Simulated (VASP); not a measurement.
The cell holds one Pt3Ti (L1_2) (111) slab, with vacuum along c, ions free to move until forces fall under 0.03 eV/Å, no reconstruction beyond this cell, dipole correction on.

Input:

```
CELL_PARAMETERS angstrom
      5.51324     0.00000     0.00000
     -2.75662     4.77461     0.00000
      0.00000     0.00000    23.92064
ATOMIC_POSITIONS crystal
  Ti 0.00000 0.00000 0.36417
  Ti 0.33333 0.66667 0.44554
  Ti 0.66667 0.33333 0.55446
  Ti 0.00000 0.00000 0.63583
  Pt 0.49642 0.50358 0.35907
  Pt 0.49642 0.99284 0.35907
  Pt 0.00716 0.50358 0.35907
  Pt 0.83286 0.16714 0.45344
  Pt 0.83286 0.66573 0.45344
  Pt 0.33427 0.16714 0.45344
  Pt 0.16714 0.83286 0.54656
  Pt 0.16714 0.33427 0.54656
  Pt 0.66573 0.83286 0.54656
  Pt 0.50358 0.49642 0.64093
  Pt 0.50358 0.00716 0.64093
  Pt 0.99284 0.49642 0.64093
```

Method: PBEsol GGA, VASP's PBE PAW potentials (set 64) (plane waves; VASP). Settings: 400 eV cut-off, 6×6×1 Γ-centred mesh, first-order Methfessel-Paxton smearing of 0.10 eV, potentials Ti_sv Pt.

Slab and bulk use different k-meshes, so the surface energy is good to a few per cent at best. Unless said otherwise, spin-orbit coupling is left out, though it shifts the bands of the heavy elements here.

**Question.** Predict its surface energy, work function, band gap (on the k-mesh).

**Answer.** 
* **surface energy**: 2.00 J/m^2
* **work function**: 5.33 eV
* **band gap (on the k-mesh)**: none (metal, semimetal or under 0.01 eV)

The cell is a thin slab with vacuum, built from Pt3Ti (L1_2): (111) face.
